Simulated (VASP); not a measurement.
These are PBE GGA, VASP's PBE PAW potentials (set 64) (plane waves; VASP 6.6.1) values and carry that method's errors.

A VASP calculation is set up with these files.

INCAR:
```
SYSTEM=HfO2
ENCUT=600   # plane-wave cut-off (eV)
LWAVE=.False.
ISIF=2   # forces and stress, cell fixed
PREC=Accurate
LREAL=.False.
LASPH=.True.   # aspherical one-centre terms
EDIFF=1E-7   # SCF stop (eV)
GGA=PE   # PBE
ALGO=Normal
LMAXMIX=6   # l cut-off of mixed one-centre charges
LCHARG=.False.
SIGMA=0.05   # width (eV)
ISMEAR=0
NELM=100
```

File POSCAR:
```
HfO2
1
    0.0000000000     2.5235295923     2.5235295923
    2.5235295923     0.0000000000     2.5235295923
    2.5235295923     2.5235295923     0.0000000000
Hf O
1 2
Direct
  0.0000000000   0.0000000000   0.0000000000
  0.2500000000   0.2500000000   0.2500000000
  0.7500000000   0.7500000000   0.7500000000
```

KPOINTS:
```
Automatic mesh
0
Gamma
8 8 8
0 0 0
```

POTCAR, in this order: Hf_pv O (PBE.64 set). Program: vasp_std.

Question: What will the output report for the number of irreducible k-points (NKPTS), number of bands (NBANDS), largest plane-wave count, number of space-group operations, FFT grid (NGX, NGY, NGZ)?

Answer: 
- number of irreducible k-points (NKPTS): 29
- number of bands (NBANDS): 15
- largest plane-wave count: 1090
- number of space-group operations: 48
- FFT grid (NGX, NGY, NGZ): 30 × 30 × 30

The compound is HfO2 in the fluorite structure, the high-temperature cubic form, which is unstable at 0 K; the monoclinic form is the stable one. This cell was strained or had an atom moved on purpose.
